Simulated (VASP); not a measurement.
Crystal: MoS2.

```xyz
6
Lattice="3.1690 0.0000 0.0000 -1.5845 2.7444 0.0000 0.0000 0.0000 12.3240" Properties=species:S:1:pos:R:3 pbc="T T T"
Mo    0.0000    1.8296    3.0810
Mo    1.5845    0.9148    9.2430
S     0.0000    1.8296    7.6779
S     1.5845    0.9148    1.5159
S     0.0000    1.8296   10.8081
S     1.5845    0.9148    4.6461
```

- Program: VASP 6.6.1
- Task: relaxation of cell and atoms
- Functional: r2SCAN
- Potentials or basis: VASP PAW PBE potentials, release 64 (Mo_sv, S)
- Cutoff: 600 eV
- k mesh: 12 × 12 × 3
- Occupations: gaussian, width 0.03 eV
- Spin: no spin polarisation

At the start: pressure 0.8 GPa; volume 17.86 Å³/atom.

Q: How do energy, volume and symmetry change on relaxing?

A: Over 14 steps the energy falls by 6.9 meV/atom and the volume is 18.99 Å³/atom (+6.3 %); space group P6_3/mmc (No. 194, to 0.05 Å).

The path:
| step | energy change (eV) | largest force (eV/Å) | pressure (GPa) | volume (Å³) |
| --- | --- | --- | --- | --- |
| 1 | 0.0000 | 0.2397 | 0.81 | 107.18 |
| 2 | -0.0122 | 0.1292 | -0.01 | 108.60 |
| 3 | -0.0124 | 0.1164 | -0.11 | 108.76 |
| 4 | -0.0192 | 0.0335 | 0.34 | 109.08 |
| 5 | -0.0261 | 0.1516 | 1.35 | 109.77 |
| 6 | -0.0286 | 0.1271 | 1.16 | 110.05 |
| 7 | -0.0344 | 0.0544 | 0.63 | 110.90 |
| 8 | -0.0391 | 0.0874 | -0.35 | 112.58 |
| 9 | -0.0391 | 0.0923 | -0.38 | 112.64 |
| 10 | -0.0398 | 0.0774 | -0.28 | 112.81 |
| 11 | -0.0409 | 0.0316 | 0.03 | 113.33 |
| 12 | -0.0409 | 0.0156 | 0.14 | 113.51 |
| 13 | -0.0411 | 0.0089 | 0.08 | 113.68 |
| 14 | -0.0412 | 0.0002 | 0.00 | 113.92 |

Final structure:
```
Mo S
1.0
     3.18532    0.00000    0.00000
    -1.59266    2.75857    0.00000
     0.00000    0.00000   12.96427
Mo S
2 4
Direct
  0.33333 0.66667 0.25000
  0.66667 0.33333 0.75000
  0.33333 0.66667 0.63025
  0.66667 0.33333 0.13025
  0.33333 0.66667 0.86975
  0.66667 0.33333 0.36975
```

Caveat: the PAW data sets were made with another functional, which shifts forces and pressure a little.
